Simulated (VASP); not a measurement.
Wanted: the native input for a VASP 6.6.1 run.

| Property | Result |
| --- | --- |
| Task | relaxation of the atoms |
| Functional | PBEsol |
| Potentials or basis | VASP PAW PBE potentials, release 64 (Hg, Te) |
| Cutoff | 600 eV |
| k mesh | 10 × 10 × 10 |
| Occupations | gaussian, width 0.03 eV |
| Spin | no spin polarisation |
| Further INCAR settings | ALGO = Normal; EDIFF = 1e-07; IBRION = 2; EDIFFG = -0.01; NSW = 40 |

The structure of HgTe (Coloradoite) lies in POSCAR:

```
HgTe                                    
1.0
    0.0000000000      3.3219075686      3.3219075686
    3.3219075686      0.0000000000      3.3219075686
    3.3219075686      3.3219075686      0.0000000000
  Hg              Te            
     1     1
Direct
     0.0000000000000000    0.0000000000000000    0.0000000000000000
     0.2500000000000000    0.2500000000000000    0.2500000000000000
```

The cell isn't the ideal one: a relaxed cell with its volume scaled by 1.06.

These files were run (other wordings do the same):

INCAR

```
ALGO = Normal ; EDIFF = 1E-7
EDIFFG = -0.01 ; ENCUT = 600
GGA = PS ; IBRION = 2
ISIF = 2 ; ISMEAR = 0
LASPH = True ; LCHARG = False
LREAL = False ; LWAVE = False
NELM = 80 ; NSW = 40
PREC = Accurate ; SIGMA = 0.03
```

KPOINTS

```
k-points
0
Gamma
  10 10 10
```

Potentials or basis: VASP PAW PBE potentials, release 64 (Hg, Te).

The run is started by

```console
$ cat potpaw_PBE.64/Hg/POTCAR potpaw_PBE.64/Te/POTCAR > POTCAR
$ mpirun -np 1 vasp_std > vasp.out
```

Results of the run:

```json
{
 "Pressure after relaxing": "-2.1 GPa",
 "Band gap on the k mesh": "none (metal or under the smearing width)"
}
```

Caveat: the relaxation stopped at its first step, so nothing moved; the PAW data sets were made with another functional, which shifts forces and pressure a little.

It took 70 s on 1 thread of AMD EPYC 7R13 Processor (Zen 3) (shared host), peak memory 0.24 GiB.
